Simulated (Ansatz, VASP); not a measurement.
# SiTe2: VASP beside Ansatz, part 2 of 2

Aim: how closely do two programs agree when they are given the same cell, functional and k mesh? The cell is taken from a series of runs on this material, whose earlier steps may have relaxed, scaled, displaced or heated it; both programs get it as it stands.

VASP 6.6.1 and Ansatz 0.2.0.

So far: Starting point; VASP: zone-centre phonons, PBEsol.

**3. Ansatz: zone-centre phonons, PBEsol**

Level of this step: Ansatz beside VASP: Kohn-Sham DFT, plane waves, PBEsol (Ansatz).

Ansatz runs on its PAW soft_1 files.

The same cell, functional, mesh and smearing now go to Ansatz, which takes its cutoff from its data sets.

Contents of input.yaml:

```yaml
crystal:
  lattice:
    - [3.7396058904, 0.0, 0.0]
    - [-1.8698029452, 3.2062077642, 0.0]
    - [0.0, 0.0, 30.424]
  atoms:
    - { symbol: Si, position: [0.0, 0.0, 0.328687878] }
    - { symbol: Te, position: [0.3343081971, 0.6686163943, 0.3819566385] }
    - { symbol: Te, position: [0.6656918029, 0.3313836057, 0.2754191175] }
  periodic: [true, true, false]
kpoints:
  mp_grid: { grid: [15, 15, 1] }
hamiltonian:
  xc: pbesol
  pseudopotentials: { kind: paw, azcp: { folder: soft_1 }, xc_functional: pbe }
scf:
  occupations: { method: methfessel_paxton, width: 0.2 }
output:
  eigenvalues: true
phonons:
  method: dfpt
```

Command:

```console
$ ansatz run input.yaml --threads 8 --pin off --max-ram 16384MiB --backend cpu --events-out ev --progress --plain --runs-dir out
```

Numbers of over 12 decimals in the logs are rounded to 6 here.

Output:

```text
Warning: crystal.symmetry: narrowed to the stabiliser of the run's FFT grids — unitary ops 4 → 2. A phonons.method: dfpt run fills in the rows of the dynamical matrix that it does not solve by its symmetry operations, which is exact only for operations that map its FFT grids onto themselves: filled in by any other, the frequencies could depend on the order in which like atoms are typed, or, by more than the grids' own error, on where the crystal sits among the grids' points. Excluded: 2 operations. The run can therefore solve more perturbations, solve them on more k-points, or both, and cost more. [rest of the remark cut]
Engine: ansatz 0.2.0, aarch64-unknown-linux-gnu
Pseudopotentials: kind: paw
Pseudopotential: Si, paw, valence charge 4, recommended cutoff 420 eV (normal), soft_1/Si.paw.azcp
Pseudopotential: Te, paw, valence charge 16, recommended cutoff 420 eV (normal), soft_1/Te.paw.azcp
Functional definition: PBEsol
  exchange = pbesol_x
  correlation = pbesol_c
Crystal: 3 atoms, lattice volume = 364.782 Å³
Basis set: ecut = 420 eV, 7169 PW (Γ), exchange–correlation on 50×50×432 points (8 copies of the dense FFT grid, shifted against one another)
Bands: 22, of which v1, the nominal top of the filled ones, is band 18 counted from 1 (17 counted from 0)
Symmetry: 4 space group operations
k-points: 64 of 225 (irreducible under 2 space group operations, time reversal used)
Non-local potential: Si, projectors of the file, l = 0: 2, l = 1: 2, l = 2: 1
Non-local potential: Te, projectors of the file, l = 0: 2, l = 1: 2, l = 2: 2, l = 3: 1
PAW form: soft (Blöchl's): semilocal exchange-correlation on the pseudo side does not see the compensation charge
PAW frozen core: Si, regenerated for the run's functional, and the local potential with it (the file was generated under x = pbe(κ = 0.804, μ = 0.219515), c = pbe(β = 0.066725))
PAW frozen core: Te, regenerated for the run's functional, and the local potential with it (the file was generated under x = pbe(κ = 0.804, μ = 0.219515), c = pbe(β = 0.066725))
PAW one-centre angular grid: Si, 110 points (default); XC on 64 Gauss nodes
PAW one-centre angular grid: Te, 590 points (default); XC on 64 Gauss nodes
Initial density: superposition of atomic densities (neutral atoms: chi_scale 0, normalization atom)
Initial wavefunctions: pseudopotential atomic-orbital guess
Functional: x = pbesol(κ = 0.804, μ = 0.123457), c = pbesol(β = 0.046)
iter 1 solved again at ethr=1.69e-3 eV; its pass at ethr=3.10e-3 eV (dr2=6.10e-1 eV) is discarded
SCF iter   1: F=—  HF=-14424.692217 eV  |F-HF|=—  |Δ(HF+E_count)|=         —  Δρ=9.91e-3  dr2=6.27e-1  ethr=1.69e-3  ⟨swp⟩=1.5  Hψ=14240  notcnv=0
preconditioner: auto → LDOS  [metal: Δε(μ)=0.047 eV  Ē_g=8.631 eV  σ=0.200 eV  W_gap=0.20  n_scr=16 (ndim 8)  ℏωp=7.8 eV  f_vac=0.746  D(μ)=1.44/eV (n_scr^D=8)  β→1.0]
SCF iter   2: F=—  HF=-14424.606890 eV  |F-HF|=—  |Δ(HF+E_count)|=   8.53e-2  S|Δr|=    0.00e0  Δρ=4.08e-3  dr2=2.20e-1  ethr=1.69e-3  ⟨swp⟩=5.2  Hψ=4127  notcnv=0
SCF iter   3: F=—  HF=-14424.570122 eV  |F-HF|=—  |Δ(HF+E_count)|=   3.68e-2  S|Δr|=    0.00e0  Δρ=1.75e-3  dr2=2.46e-2  ethr=6.11e-4  ⟨swp⟩=3.7  Hψ=4024  notcnv=0
SCF iter   4: F=—  HF=-14424.564642 eV  |F-HF|=—  |Δ(HF+E_count)|=   5.48e-3  S|Δr|=    0.00e0  Δρ=2.91e-4  dr2=7.55e-4  ethr=6.84e-5  ⟨swp⟩=3.7  Hψ=3094  notcnv=0
SCF iter   5: F=—  HF=-14424.564547 eV  |F-HF|=—  |Δ(HF+E_count)|=   9.57e-5  S|Δr|=    0.00e0  Δρ=6.39e-5  dr2=2.34e-5  ethr=2.10e-6  ⟨swp⟩=3.8  Hψ=3125  notcnv=0
SCF iter   6: F=—  HF=-14424.564543 eV  |F-HF|=—  |Δ(HF+E_count)|=   3.28e-6  S|Δr|=    0.00e0  Δρ=1.28e-5  dr2=4.21e-7  ethr=6.49e-8  ⟨swp⟩=3.2  Hψ=3205  notcnv=0
SCF iter   7: F=—  HF=-14424.564588 eV  |F-HF|=—  |Δ(HF+E_count)|=   4.50e-5  S|Δr|=    0.00e0  Δρ=2.73e-6  dr2=2.83e-8  ethr=1.17e-9  ⟨swp⟩=4.0  Hψ=3802  notcnv=0
SCF iter   8: F=—  HF=-14424.564589 eV  |F-HF|=—  |Δ(HF+E_count)|=   5.58e-8  S|Δr|=    0.00e0  Δρ=6.41e-7  dr2=1.58e-9  ethr=7.85e-11  ⟨swp⟩=2.6  Hψ=2883  notcnv=0
SCF iter   9: F=—  HF=-14424.564589 eV  |F-HF|=—  |Δ(HF+E_count)|=   6.24e-9  S|Δr|=    0.00e0  Δρ=2.13e-7  dr2=1.67e-10  ethr=4.38e-12  ⟨swp⟩=3.3  Hψ=3226  notcnv=0
SCF iter  10: F=-14424.564589 eV  HF=-14424.564589 eV  |F-HF|=2.95e-10  |Δ(HF+E_count)|=   1.82e-9  S|Δr|=    0.00e0  Δρ=4.04e-8  dr2=6.82e-12  ethr=1.00e-12  ⟨swp⟩=14.3  Hψ=13159  notcnv=0
SCF 1 converged in 10 iterations: F = -14424.564589 eV  dr2 = 6.82e-12
  greatest PAW one-centre occupation: 0.998 electrons in one spin orbital (limit 2), on the Te atom at site 2 (counted from 0), in its partial waves of l = 2
DFPT response loops at Γ: preconditioner auto → none (partly filled bands, converged f_vac=0.751); β = 0.50; Broyden in place of MSR1
SCF converged after 10 iterations
Stability not checked: this state was not tested for a lower state beside it, because cold or Methfessel-Paxton smearing, or corrected tetrahedra, fill the levels in a way that the test cannot read (fill_not_monotonic; see scf.lower_state_search)
Free energy (F): -14424.564589 eV
Harris-Foulkes:  -14424.564589 eV  (|F-HF|=2.95e-10)
Internal energy: -14424.564093 eV  (E = F + TS)
E sigma→0 (E₀):  -14424.564465 eV
Entropy (-TS):   -0.000496 eV (-0.165 meV/atom)
Fermi energy:    -4.805767 eV
Step filling:    the computed levels leave a gap of 0.0151 eV = 0.1 smearing widths at the electron count; against every level under it full and every level over it empty, smearing changes F+E_penalty+E_count by -1.120 meV and its σ→0 estimate by -0.996 meV
--- Per-component energies (eV) ---
  E_band       = -990.839973
  E_kinetic    = 387.675060
  E_local      = -59478.762420  (includes V_loc(G=0)·N_el)
  E_nonlocal   = 158.202139
  E_hartree    = 29494.168059
  E_xc         = -299.651339
  E_vxc        = -252.494668  (∫ρ·V_xc dr)
  E_paw        = -9684.471249  (= ΣΔE_a)
  E_vpaw       = -793.796266  (= ΣTr[D̂ρ^β])
  E_aug_tail   = 0.000211  (compensation charges beyond the density's cutoff)
  E_ewald      = 24997.494262
  E_core_change = 0.781183  (= ΣΔE_core)
  E_smearing   = -0.000496  (= −TS)
  E_closure    = 0.000000  (closes the sum)
  Σ components = -14424.564589   (vs F -14424.564589, Δ=0.00e0)
--- Band table (eV; the first three rows and the last of 64) ---
  k-point 0: bands = [... 14 lower, -5.3342, -5.2316, -4.7327, -4.6609, -3.2318, -1.5654, -1.4440, -1.3728]
  k-point 1: bands = [... 14 lower, -5.9280, -5.6190, -5.0068, -4.5941, -2.8182, -1.6718 (-1.6718°), -1.3727, -1.0807]
  k-point 2: bands = [... 14 lower, -6.7810, -6.1043, -5.8166, -4.5354, -2.7530, -1.7035 (-1.7035°), -1.1348, -0.5460]
  k-point 63: bands = [... 14 lower, -8.8191, -7.9816, -6.9498, -5.7425, -3.6235, -1.7837, -0.2868, 0.3186]
  ° read free of the cell's end (the report's vacuum.weakly_bound_levels)
--- Phonons (Γ-DFPT): 9 representative perturbations + reference, on 64 of 225 k-points (Σ response iterations 33) ---
  ASR residual: 3.411e-5 → 0.000e0 eV/Å²; symmetrization residual: 1.101e-5 eV/Å²
  The last average, over the group as it would stand without the narrowing to the FFT grids, took up to 6.625e-7 eV/Å² of the zone centre's force constants
  ASR residual per site (eV/Å²): 1.91e-5 3.23e-5 3.41e-5
  Γ frequencies (cm⁻¹): 0.00 0.00 0.00 83.05 83.38 148.07 206.91 209.11 304.11
  non-analytic LO–TO correction: not included (Born effective charges unavailable; polar crystals: no LO–TO splitting at Γ)
```

**4. Differences**

Known differences besides the potentials themselves: Ansatz cuts the interaction across the vacuum, VASP repeats the sheet without a dipole correction; the data sets hold 36 valence electrons in Ansatz (on its PAW soft_1 files) and 16 in VASP; the cutoff is 420 eV in Ansatz and 500 eV in VASP; Ansatz makes its cores anew for this functional, VASP keeps those of its PBE data sets. Total energies have different zeros and are not compared.

The two programs side by side:

```tsv
quantity	Ansatz	VASP	difference
optical mode 1 (cm⁻¹)	83.0	83.9	-1.02 %
optical mode 2 (cm⁻¹)	83.4	84.3	-1.03 %
optical mode 3 (cm⁻¹)	148.1	149.0	-0.60 %
optical mode 4 (cm⁻¹)	206.9	210.2	-1.56 %
optical mode 5 (cm⁻¹)	209.1	212.3	-1.51 %
optical mode 6 (cm⁻¹)	304.1	307.0	-0.94 %
```

Modes are paired by rising frequency, not by their patterns, so a pair may set unlike modes beside each other; they are those without the splitting of longitudinal modes. Where the cell holds vacuum, a pressure given here is an average over it and none of the material.

**5. What came out**

```json
{
  "r.m.s. difference of the optical zone-centre modes, each program's sorted by frequency (zone-centre phonons, PBEsol)": "2.3 cm⁻¹",
  "difference in optical mode 4 (zone-centre phonons, PBEsol)": "-1.6 %"
}
```

The r.m.s. difference of the optical zone-centre modes, each program's sorted by frequency is 2.3 cm⁻¹ (zone-centre phonons, PBEsol). The data sets hold unlike numbers of valence electrons (36 in Ansatz and 16 in VASP), so part of the differences may come from the potentials. Among the rows given in per cent, the largest difference of the zone-centre phonons, PBEsol pair is in optical mode 4, -1.6 %. Such differences can come from data sets, numerical settings and the points named under the comparisons, not from the functional's error against experiment.

[Lines on the potential files, build, host, timing and source positions are cut from VASP's logs without a mark.]

[Logs are printed without paths, hosts, clocks, repeated set-up lines and the standing remarks that a program may print on its own settings, such as how far it seeks lower states.]

[Hosts, paths, dates, database ids (printed as entryN), source tags and the programs' standing remarks are cut or masked in the printed files.]
